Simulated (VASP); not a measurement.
C:

```
C
1.0
     0.00000    1.78337    1.78337
     1.78337    0.00000    1.78337
     1.78337    1.78337    0.00000
C
2
Direct
  0.75000 0.75000 0.75000
  0.50000 0.50000 0.50000
```

This isn't the form of C at room conditions, which is graphite.

Base run:

| Property | Result |
| --- | --- |
| Program | VASP 6.6.1 |
| Functional | PBE |
| Potentials or basis | VASP PAW PBE potentials, release 64 (C) |
| Cutoff | 520 eV |
| k mesh | 12 × 12 × 12 |
| Occupations | gaussian, width 0.02 eV |
| Spin | no spin polarisation |

Its results: band gap on the k mesh 4.15 eV, indirect (least direct gap 5.59 eV); pressure 2.5 GPa.

**Question.** The run is repeated on the same cell with these changes: k mesh from 12 × 12 × 12 to 3 × 3 × 3. What comes out?

**Answer.** Band gap on the k mesh 4.11 eV, indirect (least direct gap 5.56 eV); pressure 7.6 GPa.

Caveats: some runs use coarse meshes; an odd mesh through Γ misses points on the zone boundary, where band edges often lie (some runs).

Not every run made on this cell is shown here.
